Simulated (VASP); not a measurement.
VASP input:

KPOINTS:
```
Automatic mesh
0
Gamma
7 7 4
0 0 0
```

### POSCAR
```
AgS
1
    4.1984590000     0.0000000000     0.0000000000
   -2.0992290000     3.6359720000     0.0000000000
    0.0000000000     0.0000000000     5.8516240000
Ag S
2 2
Direct
  0.0000000000   0.0000000000   0.0000000000
  0.0000000000   0.0000000000   0.5000000000
  0.3333330000   0.6666670000   0.2500000000
  0.6666670000   0.3333330000   0.7500000000
```

**INCAR**
```
ALGO  =  Normal
EDIFF  =  1E-6
ENCUT  =  400
GGA  =  PE
ISIF  =  2
ISMEAR  =  0
LASPH  =  T
LCHARG  =  F
LMAXMIX  =  4
LREAL  =  F
LWAVE  =  F
NELM  =  100
PREC  =  Accurate
SIGMA  =  0.05
SYSTEM  =  AgS
```

POTCAR, in this order: Ag S (PBE.64 set). Program: vasp_std.

Problem. Write an equivalent input for Ansatz.

Solution. One equivalent input (not run):
Ansatz 0.2 input:
```yaml
crystal:
  lattice:
    - [4.1984590, 0.0000000, 0.0000000]
    - [-2.0992290, 3.6359720, 0.0000000]
    - [0.0000000, 0.0000000, 5.8516240]
  atoms:
    - { symbol: Ag, position: [0.0000000, 0.0000000, 0.0000000] }
    - { symbol: Ag, position: [0.0000000, 0.0000000, 0.5000000] }
    - { symbol: S, position: [0.3333330, 0.6666670, 0.2500000] }
    - { symbol: S, position: [0.6666670, 0.3333330, 0.7500000] }
kpoints:
  mp_grid: { grid: [7, 7, 4] }
hamiltonian:
  xc: pbe
  pseudopotentials: { kind: paw }
scf:
  occupations: { method: gaussian, width: 0.05 }
  max_iter: 100
output: { forces: true, stress: true, eigenvalues: true }
```
The two are equivalent in intent, not identical: each code has its own PAW files, so the cut-off isn't converted (ENCUT is set for VASP's; basis.ecutwfc is left out, and Ansatz then takes the one that its files recommend); Ansatz stops its SCF on the density residual and VASP on the energy change (EDIFF).

The structure was generated: AgS was put into the NiAs type (P6_3/mmc), which need not be its known phase. The cell was not relaxed at this level.
